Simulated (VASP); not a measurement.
Calculation: PBEsol GGA, VASP's PBE PAW potentials (set 64) (plane waves; VASP).

VASP input:

### INCAR
```
! general
SYSTEM   =  TcPt3
PREC     =  Accurate
ENCUT    =  300   ! plane-wave cut-off (eV)
LREAL    =  F   ! projection in real space or not
LASPH    =  T   ! aspherical one-centre terms

! electronic loop
EDIFF    =  1E-6   ! SCF stop (eV)
NELM     =  100
ALGO     =  Normal
LMAXMIX  =  6   ! l cut-off of mixed one-centre charges

! smearing
ISMEAR   =  0   ! Gaussian
SIGMA    =  0.05   ! width (eV)

! functional
GGA      =  PS   ! PBEsol

! ions
ISIF     =  2

! output
LWAVE    =  F
LCHARG   =  F
```

POSCAR:
```
TcPt3
1
   -1.8278720000     1.8278720000     4.0714830000
    1.8278720000    -1.8278720000     4.0714830000
    1.8278720000     1.8278720000    -4.0714830000
Pt Tc
3 1
Direct
  0.5000000000   0.5000000000   0.0000000000
  0.7500000000   0.2500000000   0.5000000000
  0.2500000000   0.7500000000   0.5000000000
  0.0000000000   0.0000000000   0.0000000000
```

KPOINTS:
```
Regular mesh
0
Gamma
  7 7 7
0 0 0
```

POTCAR, in this order: Pt Tc_pv (PBE.64 set). Program: vasp_std.

What VASP printed:

OSZICAR:
```
       N       E                     dE             d eps       ncg     rms          rms(c)
DAV:   1     0.226064276107E+03    0.22606E+03   -0.17394E+04  2376   0.107E+03
DAV:   2    -0.258149544649E+02   -0.25188E+03   -0.24765E+03  2322   0.310E+02
DAV:   3    -0.341775464872E+02   -0.83626E+01   -0.81825E+01  2419   0.545E+01
DAV:   4    -0.343083586219E+02   -0.13081E+00   -0.13027E+00  2259   0.670E+00
DAV:   5    -0.343103393946E+02   -0.19808E-02   -0.19772E-02  2332   0.809E-01    0.338E+01
DAV:   6    -0.324459928949E+02    0.18643E+01   -0.49239E+00  2163   0.166E+01    0.165E+01
DAV:   7    -0.326226991603E+02   -0.17671E+00   -0.57185E+00  2293   0.165E+01    0.676E+00
DAV:   8    -0.320935421744E+02    0.52916E+00   -0.32786E+00  2247   0.125E+01    0.368E+00
DAV:   9    -0.320757372881E+02    0.17805E-01   -0.21550E-01  2164   0.350E+00    0.154E+00
DAV:  10    -0.320659687593E+02    0.97685E-02   -0.42125E-02  2164   0.185E+00    0.278E-01
DAV:  11    -0.320660033239E+02   -0.34565E-04   -0.89556E-04  2254   0.216E-01    0.660E-02
DAV:  12    -0.320660065412E+02   -0.32174E-05   -0.87969E-05  2187   0.806E-02    0.263E-02
DAV:  13    -0.320660065504E+02   -0.91577E-08   -0.16885E-05  2185   0.362E-02    0.520E-03
DAV:  14    -0.320660061186E+02    0.43181E-06   -0.38849E-07  1098   0.440E-03
   1 F= -.32066006E+02 E0= -.32063482E+02  d E =-.504867E-02
```

OUTCAR:
```
------------------------ aborting loop because EDIFF is reached ----------------------------------------
  FORCE on cell =-STRESS in cart. coord.  units (eV):
  Direction    XX          YY          ZZ          XY          YZ          ZX
  --------------------------------------------------------------------------------------
  Total       12.9993032     12.9993032      2.8873664      0.0000000      0.0000000      0.0000000
  in kB      382.7599404    382.7599404     85.0174958      0.0000000      0.0000000      0.0000000
  external PRESSURE =     283.5124588 kB  Pullay stress =       0.0000000 kB
  volume of cell :       54.41
      direct lattice vectors                 reciprocal lattice vectors
    -1.827872000  1.827872000  4.071483000     0.000000000  0.273542130  0.122805376
     1.827872000 -1.827872000  4.071483000     0.273542130  0.000000000  0.122805376
     1.827872000  1.827872000 -4.071483000     0.273542130  0.273542130  0.000000000
 POSITION                                       TOTAL-FORCE (eV/Angst)
 -----------------------------------------------------------------------------------
      0.00000      0.00000      4.07148        -0.000000      0.000000     -0.000000
      0.00000      1.82787      2.03574         0.000000      0.000000      0.000000
      1.82787      0.00000      2.03574        -0.000000     -0.000000      0.000000
      0.00000      0.00000      0.00000        -0.000000      0.000000     -0.000000
 -----------------------------------------------------------------------------------
    total drift:                                0.000000      0.000000      0.000000
  FREE ENERGIE OF THE ION-ELECTRON SYSTEM (eV)
  ---------------------------------------------------
  free  energy   TOTEN  =       -32.0660061186 eV

  energy  without entropy=      -32.0609574518  energy(sigma->0) =      -32.06348179
```
(Selected blocks of OUTCAR.)

**OUTCAR**
```
 val. band max:       13.6820990482   @ k =  -0.2857  -0.2857   0.2857

 cond. band min:      13.6996843171   @ k =  -0.1429  -0.2857   0.1429


 Fermi energy:        13.6944517699

 k-point     1 :       0.0000    0.0000    0.0000
  band No.  band energies     occupation
      1     -25.9199      2.00000
      2     -25.8650      2.00000
      3     -25.8650      2.00000
      4       2.5453      2.00000
      5       5.3474      2.00000
      6       5.8328      2.00000
      7       6.2590      2.00000
      8       6.8807      2.00000
      9       8.0872      2.00000
     10       8.0872      2.00000
     11       8.4495      2.00000
     12       8.5706      2.00000
     13       8.5706      2.00000
     14      10.0977      2.00000
     15      10.0977      2.00000
     16      10.6291      2.00000
     17      10.7142      2.00000
     18      12.3886      2.00000
     19      12.6247      2.00000
     20      14.0027      0.00000
     21      14.6093      0.00000
     22      14.6362      0.00000
     23      14.7201      0.00000
     24      14.7201      0.00000
     25      16.3381      0.00000

 k-point     2 :       0.1429   -0.0000    0.0000
  band No.  band energies     occupation
      1     -25.9206      2.00000
      2     -25.8750      2.00000
      3     -25.8681      2.00000
      4       2.9343      2.00000
      5       5.6396      2.00000
      6       6.0855      2.00000
      7       6.4208      2.00000
      8       6.9839      2.00000
      9       7.6274      2.00000
     10       7.7663      2.00000
     11       8.6191      2.00000
     12       8.6754      2.00000
     13       8.9689      2.00000
     14       9.9811      2.00000
     15      10.0938      2.00000
     16      10.7068      2.00000
     17      11.1260      2.00000
     18      12.1252      2.00000
     19      12.3793      2.00000
     20      12.6889      2.00000
     21      13.9265      0.00000
     22      14.2202      0.00000
     23      14.6688      0.00000
...
```

At this cut-off the stress carries a Pulay error, which pulls relaxed volumes low. Unless said otherwise, spin-orbit coupling is left out, though it shifts the bands of the heavy elements here.

The structure was generated: TcPt3 was put into an ordered model structure, which need not be its known phase. The cell was not relaxed at this level, and its volume differs by -5.9 % from the start's. The k-mesh is coarse (spacing up to 0.35 per Å, 2π included), so the numbers may not be converged in it. The electron count is odd and the run is not spin-polarised, which forces a metal.
